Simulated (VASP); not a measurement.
VASP ran on this input.

File POSCAR:
```
La
1
    1.8850000000    -3.2649160000     0.0000000000
    1.8850000000     3.2649160000     0.0000000000
    0.0000000000     0.0000000000    12.1600000000
La
4
Direct
  0.0000000000   0.0000000000   0.5000000000
  0.0000000000   0.0000000000   0.0000000000
  0.3333330000   0.6666670000   0.2500000000
  0.6666670000   0.3333330000   0.7500000000
```

File KPOINTS:
```
Automatic mesh
0
Gamma
7 7 2
0 0 0
```

**INCAR**
```
SYSTEM = La
PREC = Accurate
ENCUT = 180
EDIFF = 1E-6
NELM = 100
ALGO = Normal
LREAL = .FALSE.
LASPH = .TRUE.
ISMEAR = 1
SIGMA = 0.1
GGA = PE
LMAXMIX = 6
LWAVE = .FALSE.
LCHARG = .FALSE.
ISIF = 3
IBRION = 2
NSW = 40
EDIFFG = -0.01
```

POTCAR, in this order: La (PBE.64 set). Program: vasp_std.

Output of the run:

standard output:
```
...
 search vector abs. value=  0.147E+00
 bond charge predicted
       N       E                     dE             d eps       ncg     rms          rms(c)
DAV:   1    -0.207554662777E+02   -0.12747E+01   -0.43580E+01   994   0.491E+01    0.528E+00
DAV:   2    -0.198913691351E+02    0.86410E+00   -0.37304E+00  1284   0.161E+01    0.280E+00
DAV:   3    -0.195249679848E+02    0.36640E+00   -0.21987E+00  1080   0.101E+01    0.816E-01
DAV:   4    -0.195265746596E+02   -0.16067E-02   -0.24856E-01  1368   0.370E+00    0.263E-01
DAV:   5    -0.195317141429E+02   -0.51395E-02   -0.31177E-02  1380   0.104E+00    0.286E-01
DAV:   6    -0.195327857828E+02   -0.10716E-02   -0.76150E-03  1442   0.455E-01    0.150E-01
DAV:   7    -0.195328392177E+02   -0.53435E-04   -0.32376E-03  1286   0.363E-01    0.170E-02
DAV:   8    -0.195329000485E+02   -0.60831E-04   -0.25634E-04  1462   0.115E-01    0.230E-02
DAV:   9    -0.195328980920E+02    0.19565E-05   -0.69452E-05  1422   0.512E-02    0.655E-03
DAV:  10    -0.195329088255E+02   -0.10733E-04   -0.82917E-06  1112   0.213E-02    0.526E-03
DAV:  11    -0.195329067019E+02    0.21237E-05   -0.80585E-07   800   0.100E-02    0.127E-03
DAV:  12    -0.195329071664E+02   -0.46456E-06   -0.34247E-07   674   0.695E-03
   2 F= -.19532907E+02 E0= -.19532887E+02  d E =-.521242E-01
 trial-energy change:   -0.052124  1 .order   -0.052900   -0.146666    0.040865
 step:   0.7778(harm=  0.7821)  dis= 0.00000  next Energy=   -19.537456 (dE=-0.567E-01)
 bond charge predicted
       N       E                     dE             d eps       ncg     rms          rms(c)
DAV:   1    -0.196043058777E+02   -0.71399E-01   -0.21907E+00  1022   0.105E+01    0.126E+00
DAV:   2    -0.195511571552E+02    0.53149E-01   -0.23765E-01  1318   0.420E+00    0.574E-01
DAV:   3    -0.195371067405E+02    0.14050E-01   -0.88733E-02  1104   0.201E+00    0.130E-01
DAV:   4    -0.195373567172E+02   -0.24998E-03   -0.75527E-03  1386   0.608E-01    0.550E-02
DAV:   5    -0.195375237526E+02   -0.16704E-03   -0.11612E-03  1360   0.185E-01    0.528E-02
DAV:   6    -0.195375562962E+02   -0.32544E-04   -0.25712E-04  1482   0.820E-02    0.288E-02
DAV:   7    -0.195375557443E+02    0.55187E-06   -0.92437E-05  1216   0.634E-02    0.365E-03
DAV:   8    -0.195375486844E+02    0.70599E-05   -0.43982E-06   966   0.178E-02    0.265E-03
DAV:   9    -0.195375471395E+02    0.15449E-05   -0.47952E-07   572   0.851E-03    0.118E-03
DAV:  10    -0.195375470694E+02    0.70064E-07   -0.24380E-07   542   0.612E-03
   3 F= -.19537547E+02 E0= -.19537365E+02  d E =-.567641E-01
 curvature:  -0.39 expect dE=-0.315E-03 dE for cont linesearch -0.160E-07
 trial: gam= 0.00602 g(F)=  0.246E-38 g(S)=  0.806E-03 ort =-0.774E-04 (trialstep = 0.956E+00)
 search vector abs. value=  0.810E-03
 bond charge predicted
       N       E                     dE             d eps       ncg     rms          rms(c)
DAV:   1    -0.195403139765E+02   -0.27668E-02   -0.19812E-01  1108   0.527E+00    0.220E-01
DAV:   2    -0.195386627093E+02    0.16513E-02   -0.56268E-03  1312   0.636E-01    0.115E-01
DAV:   3    -0.195380670888E+02    0.59562E-03   -0.31874E-03  1424   0.434E-01    0.299E-02
DAV:   4    -0.195380773453E+02   -0.10256E-04   -0.16208E-04  1384   0.938E-02    0.189E-02
DAV:   5    -0.195380714253E+02    0.59200E-05   -0.12850E-05  1176   0.270E-02    0.988E-03
DAV:   6    -0.195380605487E+02    0.10877E-04   -0.27301E-06   704   0.156E-02    0.107E-03
DAV:   7    -0.195380601498E+02    0.39889E-06   -0.96032E-07   582   0.119E-02
   4 F= -.19538060E+02 E0= -.19538096E+02  d E =-.513080E-03
 trial-energy change:   -0.000513  1 .order   -0.000503   -0.000769   -0.000236
 step:   1.3182(harm=  1.3776)  dis= 0.00000  next Energy=   -19.538105 (dE=-0.558E-03)
 bond charge predicted
       N       E                     dE             d eps       ncg     rms          rms(c)
DAV:   1    -0.195384439822E+02   -0.38343E-03   -0.28604E-02  1112   0.200E+00    0.839E-02
DAV:   2    -0.195382135464E+02    0.23044E-03   -0.81795E-04  1316   0.243E-01    0.438E-02
DAV:   3    -0.195381210429E+02    0.92504E-04   -0.46168E-04  1424   0.165E-01    0.114E-02
DAV:   4    -0.195381252263E+02   -0.41834E-05   -0.24535E-05  1328   0.365E-02    0.724E-03
DAV:   5    -0.195381225136E+02    0.27127E-05   -0.13494E-06   624   0.110E-02    0.384E-03
DAV:   6    -0.195381178567E+02    0.46569E-05   -0.71222E-07   546   0.963E-03    0.528E-04
DAV:   7    -0.195381177454E+02    0.11126E-06   -0.33471E-07   518   0.793E-03
   5 F= -.19538118E+02 E0= -.19538224E+02  d E =-.570676E-03
 curvature:  -0.68 expect dE=-0.165E-05 dE for cont linesearch -0.134E-05
 trial: gam=-0.04825 g(F)=  0.999E-39 g(S)=  0.242E-05 ort = 0.400E-04 (trialstep = 0.103E+01)
 search vector abs. value=  0.450E-06
 reached required accuracy - stopping structural energy minimisation
```

### OUTCAR
```
------------------------ aborting loop because EDIFF is reached ----------------------------------------
  FORCE on cell =-STRESS in cart. coord.  units (eV):
  Direction    XX          YY          ZZ          XY          YZ          ZX
  --------------------------------------------------------------------------------------
  Total       -0.0013677     -0.0013677      0.0140426      0.0000000      0.0000000      0.0000000
  in kB       -0.0154934     -0.0154934      0.1590776      0.0000000      0.0000000      0.0000000
  external PRESSURE =       0.0426969 kB  Pullay stress =       0.0000000 kB
  volume of cell :      141.43
      direct lattice vectors                 reciprocal lattice vectors
     1.843942149 -3.193801701  0.000000000     0.271158182 -0.156553239 -0.000000000
     1.843942149  3.193801701 -0.000000000     0.271158182  0.156553239 -0.000000000
     0.000000000  0.000000000 12.007776006     0.000000000  0.000000000  0.083279368
 POSITION                                       TOTAL-FORCE (eV/Angst)
 -----------------------------------------------------------------------------------
      0.00000     -0.00000      6.00389         0.000000      0.000000     -0.000000
      0.00000     -0.00000      0.00000        -0.000000      0.000000     -0.000000
      1.84394      1.06460      3.00194        -0.000000     -0.000000      0.000000
      1.84394     -1.06460      9.00583         0.000000      0.000000     -0.000000
 -----------------------------------------------------------------------------------
    total drift:                               -0.000000     -0.000000      0.000000
  FREE ENERGIE OF THE ION-ELECTRON SYSTEM (eV)
  ---------------------------------------------------
  free  energy   TOTEN  =       -19.5381177454 eV

  energy  without entropy=      -19.5384364986  energy(sigma->0) =      -19.53822400

 reached required accuracy - stopping structural energy minimisation
```
(Selected blocks of OUTCAR.)

Question: The run ends quietly. Is anything wrong with it?

Answer: The cause: ENCUT is too low for a cell relaxation, so Pulay stress biases the volume. The run ends without an error. Against the sound run, the energy per atom (σ→0) rises by 0.011 eV/atom; the pressure drops by 0.01 GPa; the volume shrinks by 4.5 %. To mend it, set ENCUT = 400.

The mended run (PBE GGA, plane waves, VASP's PBE PAW potentials (set 64)) converges, and its OSZICAR ends with
```
   6 F= -.19581980E+02 E0= -.19582375E+02  d E =-.229232E-03
```

The compound is La in the dhcp structure.
